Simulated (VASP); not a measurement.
A convergence study with VASP on HgTe (zinc blende): a few settings are varied, all else stays as given below, so the limit is that of these other settings. The cell's lengths are 1 % over those of the tabulated start and one atom is moved, so it is off equilibrium.

```
HgTe
1.0
    0.00000     3.26230     3.26230
    3.26230     0.00000     3.26230
    3.26230     3.26230     0.00000
Hg Te
1 1
Direct
  0.00000   0.00000   0.00000
  0.24071   0.25929   0.25929
```

Calculation: LDA (Ceperley-Alder, Perdew-Zunger), VASP's LDA PAW potentials (set 64) (plane waves; VASP). The last row used: 550 eV cut-off, 6×6×6 Γ-centred mesh, Gaussian smearing of 0.050 eV, potentials Hg Te.

```tsv
setting	E (eV/atom)	pressure (GPa)	largest force (eV/Å)	electronic steps
ALGO = Normal, EDIFF = 1E-2	-2.5040	-2.03	0.199	8
ALGO = Normal, EDIFF = 1E-3	-2.5039	-1.33	0.199	9
ALGO = Normal, EDIFF = 1E-4	-2.5039	-1.38	0.199	10
ALGO = Normal, EDIFF = 1E-5	-2.5039	-1.36	0.199	10
ALGO = Normal, EDIFF = 1E-6	-2.5039	-1.43	0.199	12
ALGO = Normal, EDIFF = 1E-7	-2.5039	-1.43	0.199	13
ALGO = Normal, EDIFF = 1E-8	-2.5039	-1.42	0.199	15
ALGO = Normal, EDIFF = 1E-9	-2.5039	-1.42	0.199	16
ALGO = Fast, EDIFF = 1E-2	-2.5039	-1.89	0.202	8
ALGO = Fast, EDIFF = 1E-3	-2.5039	-1.34	0.200	9
ALGO = Fast, EDIFF = 1E-4	-2.5039	-1.39	0.200	9
ALGO = Fast, EDIFF = 1E-5	-2.5039	-1.35	0.199	11
ALGO = Fast, EDIFF = 1E-6	-2.5039	-1.42	0.199	12
ALGO = Fast, EDIFF = 1E-7	-2.5039	-1.42	0.199	13
ALGO = Fast, EDIFF = 1E-8	-2.5039	-1.41	0.199	16
ALGO = Fast, EDIFF = 1E-9	-2.5039	-1.41	0.199	19
ALGO = All, EDIFF = 1E-2	-2.5034	-1.09	0.202	9
ALGO = All, EDIFF = 1E-3	-2.5038	-1.51	0.201	10
ALGO = All, EDIFF = 1E-4	-2.5039	-1.42	0.199	12
ALGO = All, EDIFF = 1E-5	-2.5039	-1.43	0.199	13
ALGO = All, EDIFF = 1E-6	-2.5039	-1.42	0.199	14
ALGO = All, EDIFF = 1E-7	-2.5039	-1.42	0.199	16
ALGO = All, EDIFF = 1E-8	-2.5039	-1.42	0.199	17
ALGO = All, EDIFF = 1E-9	-2.5039	-1.42	0.199	20
```

Left out are rungs that failed or repeat a setting and relaxations that didn't move; long series are thinned to 24 rows.

The compound is HgTe in the zinc blende structure. The cell was not relaxed at this level, it is distorted from the ideal structure.
